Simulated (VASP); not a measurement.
These are PBE GGA with spin-orbit coupling, VASP's PBE PAW potentials (set 64) (plane waves; VASP) values and carry that method's errors.

The input files of a VASP run:

File POSCAR:
```
PbSe2
1
    1.7932290000     1.0353210000     6.9431160000
   -1.7932290000     1.0353210000     6.9431160000
    0.0000000000    -2.0706430000     6.9431160000
Pb Se
1 2
Direct
  0.0000000000   0.0000000000   0.0000000000
  0.7523000000   0.7523000000   0.7523000000
  0.5810000000   0.5810000000   0.5810000000
```

### INCAR
```
ALGO = Normal
EDIFF = 1E-6
ENCUT = 300
GGA = PE
GGA_COMPAT = .False.
ISIF = 2
ISMEAR = 0
LASPH = .True.
LCHARG = .False.
LMAXMIX = 4
LNONCOLLINEAR = .True.
LORBIT = 11
LREAL = .False.
LSORBIT = .True.
LWAVE = .False.
MAGMOM = 9*0.0
NELM = 100
PREC = Accurate
SIGMA = 0.272
SYSTEM = PbSe2
```

**KPOINTS**
```
Automatic mesh
0
Gamma
5 5 5
0 0 0
```

POTCAR, in this order: Pb_d Se (PBE.64 set). Program: vasp_ncl.

**Question.** What will the output report for the number of irreducible k-points (NKPTS), largest plane-wave count, number of space-group operations, FFT grid (NGX, NGY, NGZ)?

**Answer.** 
```json
{
 "number of irreducible k-points (NKPTS)": "35",
 "largest_plane_wave_count": "1846",
 "number_of_space_group_operations": "6",
 "FFT grid (NGX, NGY, NGZ)": "42 × 42 × 42"
}
```

The structure was generated: PbSe2 was put into an ordered model structure, which need not be its known phase. The cell was not relaxed at this level. The k-mesh is coarse (spacing up to 0.41 per Å, 2π included), so the numbers may not be converged in it. The run is one of a series of settings (GGA_COMPAT = .FALSE., LNONCOLLINEAR = .TRUE., LSORBIT = .TRUE., MAGMOM = 0.0 0.0 0.0 0.0 0.0 0.0 0.0 0.0 0.0, program vasp_ncl against the base run), some of them coarse on purpose.
